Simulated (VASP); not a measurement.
Mg6CrCu:

```
CELL_PARAMETERS angstrom
4.90702 0.00000 0.00000
0.00000 3.06559 5.26560
0.00000 -3.06559 5.26560
ATOMIC_POSITIONS crystal
Cu 0.50000 0.83345 0.83345
Cr 0.50000 0.33289 0.33289
Mg 0.00000 0.17002 0.17002
Mg 0.00000 0.67069 0.67069
Mg 0.00000 0.66389 0.16213
Mg 0.00000 0.16213 0.66389
Mg 0.50000 0.83503 0.33190
Mg 0.50000 0.33190 0.83503
```

The cell comes from a database or a generator and needn't be the stable form of this composition.

| Property | Result |
| --- | --- |
| Program | VASP 6.6.1 |
| Task | single point |
| Functional | PBE |
| Potentials or basis | VASP PAW PBE potentials, release 64 (Cu, Cr_pv, Mg) |
| Cutoff | 520 eV |
| k mesh | 6 × 5 × 5 |
| Occupations | fermi-dirac, width 0.05 eV |
| Spin | collinear spin, ferromagnetic start |
| Starting moments | [0.6, 3.0, 0.0, 0.0, 0.0, 0.0, 0.0, 0.0] μB |

On this cell: pressure 0.0 GPa; largest force 0.091 eV/Å; net moment 4.15 μB per cell; site moments Cu +0.00; Cr +3.70; Mg -0.01, +0.01, -0.00 μB; band gap on the k mesh none (metal or under the smearing width).

The same run follows on a disturbed copy (atoms moved at random, drawn with an rms of 0.05 Å):

```
Cu Cr Mg
1.0
     4.90702    0.00000    0.00000
     0.00000    3.06559    5.26560
     0.00000   -3.06559    5.26560
Cu Cr Mg
1 1 6
Direct
  0.49274 0.83259 0.83070
  0.50312 0.33606 0.32130
  0.99709 0.17135 0.17016
  0.99207 0.66993 0.67937
  0.99728 0.66942 0.16142
  0.99830 0.15331 0.67194
  0.49419 0.83135 0.32824
  0.49067 0.32665 0.83731
```

Q: What does the disturbed cell give?

A: The energy (extrapolated to zero smearing) moves by +2.9 meV/atom; pressure 0.1 GPa; largest force 0.273 eV/Å; net moment 4.15 μB per cell; site moments Cu +0.00; Cr +3.71; Mg -0.01, +0.01, -0.00 μB; band gap on the k mesh none (metal or under the smearing width).

Forces on the atoms (eV/Å):
```
Cu   0.023 -0.028  0.021
Cr  -0.108 -0.110  0.137
Mg  -0.021 -0.086  0.082
Mg  -0.009  0.064 -0.119
Mg   0.007 -0.189 -0.095
Mg  -0.040  0.267 -0.039
Mg   0.035 -0.045  0.104
Mg   0.115  0.127 -0.091
```

Stress tensor (GPa, compression positive):
```
-0.47  0.01  0.07
 0.01  0.06  0.14
 0.07  0.14  0.73
```
